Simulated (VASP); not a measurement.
Te2Mo:

```xyz
6
Lattice="3.5182 0.0000 0.0000 -1.7591 3.0469 0.0000 0.0000 0.0000 13.7500" Properties=species:S:1:pos:R:3 pbc="T T T"
Te    0.0000    2.0312    8.5099
Te    1.7591    1.0156    1.6349
Te    0.0000    2.0312   12.1151
Te    1.7591    1.0156    5.2401
Mo    0.0000    2.0312    3.4375
Mo    1.7591    1.0156   10.3125
```

| Quantity | Value |
| --- | --- |
| Program | VASP 6.6.1 |
| Task | relaxation of the atoms |
| Functional | optB88-vdW |
| Potentials or basis | VASP PAW PBE potentials, release 64 (Te, Mo_sv) |
| Cutoff | 520 eV |
| k mesh | 10 × 10 × 3 |
| Occupations | gaussian, width 0.05 eV |
| Spin | no spin polarisation |

At the start: pressure 4.2 GPa; volume 24.57 Å³/atom.

Question: Where does the relaxation end?

Answer: Over 3 steps the energy falls by 2.0 meV/atom; space group P6_3/mmc (No. 194, to 0.05 Å).

The path:
```
step  energy change (eV)  largest force (eV/Å)  pressure (GPa)
   1              0.0000                0.3004            4.17
   2             -0.0111                0.0828            3.31
   3             -0.0120                0.0017            2.99
```

Final structure:
```
Te Mo
1.0
     3.51820    0.00000    0.00000
    -1.75910    3.04685    0.00000
     0.00000    0.00000   13.75002
Te Mo
4 2
Direct
  0.33333 0.66667 0.61745
  0.66667 0.33333 0.11745
  0.33333 0.66667 0.88255
  0.66667 0.33333 0.38255
  0.33333 0.66667 0.25000
  0.66667 0.33333 0.75000
```

The gap isn't set beside the measured one, since this odd mesh misses points on the zone boundary.

Caveat: the PAW data sets were made with another functional, which shifts forces and pressure a little; spin-orbit coupling is left out, which moves the levels of the heavy elements; an odd mesh through Γ misses points on the zone boundary, where band edges often lie.
